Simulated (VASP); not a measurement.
P:

```
CELL_PARAMETERS angstrom
1.65820 -5.24200 0.00000
1.65820 5.24200 0.00000
0.00000 0.00000 4.37930
ATOMIC_POSITIONS crystal
P 0.89838 0.10162 0.08068
P 0.60162 0.39838 0.58068
P 0.10162 0.89838 0.91932
P 0.39838 0.60162 0.41932
```

* Program: VASP 6.6.1
* Task: relaxation of cell and atoms
* Functional: PBEsol
* Potentials or basis: VASP PAW PBE potentials, release 64 (P)
* Cutoff: 600 eV
* k mesh: 10 × 10 × 8
* Occupations: gaussian, width 0.03 eV
* Spin: no spin polarisation

At the start: pressure -1.0 GPa; volume 19.03 Å³/atom.

Problem. How do energy, volume and symmetry change on relaxing?

Solution. Over 14 steps the energy falls by 4.4 meV/atom and the volume is 18.04 Å³/atom (-5.2 %); space group Cmce (No. 64, to 0.05 Å).

The path:
| step | energy change (eV) | largest force (eV/Å) | pressure (GPa) | volume (Å³) |
| --- | --- | --- | --- | --- |
| 1 | 0.0000 | 0.0678 | -0.96 | 76.13 |
| 2 | -0.0055 | 0.1563 | 0.25 | 74.88 |
| 3 | -0.0055 | 0.1515 | 0.19 | 74.94 |
| 4 | -0.0088 | 0.0465 | -0.08 | 74.65 |
| 5 | -0.0092 | 0.0112 | -0.22 | 74.50 |
| 6 | -0.0126 | 0.0343 | -0.21 | 73.99 |
| 7 | -0.0165 | 0.0899 | -0.13 | 72.67 |
| 8 | -0.0160 | 0.1172 | 0.24 | 72.00 |
| 9 | -0.0174 | 0.0176 | 0.02 | 72.38 |
| 10 | -0.0174 | 0.0175 | 0.03 | 72.38 |
| 11 | -0.0175 | 0.0032 | -0.10 | 72.37 |
| 12 | -0.0175 | 0.0060 | -0.13 | 72.36 |
| 13 | -0.0175 | 0.0048 | -0.10 | 72.30 |
| 14 | -0.0176 | 0.0079 | -0.05 | 72.14 |

Final structure:
```
P
1.0
     1.65738   -5.16101    0.00000
     1.65738    5.16101    0.00000
     0.00000    0.00000    4.21705
P
4
Cartesian
  1.6574 -4.0804 0.3116
  1.6574 -1.0807 2.4202
  1.6574 4.0804 3.9054
  1.6574 1.0807 1.7969
```

Caveat: the PAW data sets were made with another functional, which shifts forces and pressure a little.
